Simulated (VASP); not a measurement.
Data:

```yaml
crystal:
  lattice:
    - [3.60289, 0.00000, 0.00000]
    - [0.00000, 3.60289, 0.00000]
    - [0.00000, 0.00000, 3.60289]
  atoms:
    - { symbol: Si, position: [0.00000, 0.00000, 0.00000] }
    - { symbol: Ni, position: [0.00000, 0.50000, 0.50000] }
    - { symbol: Ni, position: [0.50000, 0.00000, 0.50000] }
    - { symbol: Ni, position: [0.50000, 0.50000, 0.00000] }
```

All values below come from RPBE GGA, VASP's PBE PAW potentials (set 64) (plane waves; VASP). Settings: 520 eV cut-off, 9×9×9 Γ-centred mesh, first-order Methfessel-Paxton smearing of 0.10 eV, potentials Si Ni.

Question: The job: Ni3Si (L1_2), 4 atoms, RPBE, static run, 520 eV, 9×9×9 Γ-centred mesh. Roughly how much core time does it take on a busy server core?

Answer: About 20 core-seconds (one run on a shared machine, a rough figure). It had 35 irreducible k-points, 21 bands, up to 1274 plane waves and 16 electronic steps.

The compound is Ni3Si in the L1_2 structure. This cell is one point of a volume scan, at 1.06 of the reference volume.
